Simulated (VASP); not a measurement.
```
CELL_PARAMETERS angstrom
      1.73382    -3.00307     0.00000
      1.73382     3.00307     0.00000
      0.00000     0.00000     5.40651
ATOMIC_POSITIONS crystal
  Lu 0.33333 0.66667 0.25000
  Lu 0.66667 0.33333 0.75000
```

Level of theory: PBE GGA with D3 dispersion (Becke-Johnson damping), VASP's PBE PAW potentials (set 64) (plane waves; VASP 6.6.1). Numerical set-up: 520 eV cut-off, Gaussian smearing of 0.050 eV, potentials Lu_3.

Question: What does the run give for the band gap (along the path) with the smallest direct gap where there is one?

Answer: 
```yaml
band gap (along the path): none (metal, semimetal or under 0.01 eV)
```

Total energies compare only between runs with the same potentials, cut-off and functional.

The compound is Lu in the hcp structure. It was relaxed first.
